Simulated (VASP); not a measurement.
Energy against volume of CdS (zinc blende). These are r2SCAN meta-GGA, VASP's PBE PAW potentials (set 64) (plane waves; VASP) values and carry that method's errors.

| V (Å³/atom) | E (eV/atom) |
|---|---|
| 23.979 | -14.82338 |
| 24.744 | -14.83838 |
| 25.509 | -14.84310 |
| 26.274 | -14.83912 |
| 27.040 | -14.82774 |

Fit a third-order Birch-Murnaghan equation of state.

- volume per atom = 25.52 Å³/atom
- bulk modulus = 60.5 GPa
- pressure derivative of the bulk modulus = 4.51
- lattice constant a = 5.888 Å

Measured: a 5.832 Å (computed value off by +1.0 %), as given by arXiv:1206.3780. The calculation is for a static lattice, while the measured a holds thermal and zero-point effects, which are part of the difference.

The compound is CdS in the zinc blende structure, a metastable form; wurtzite is the usual one. It was relaxed first.
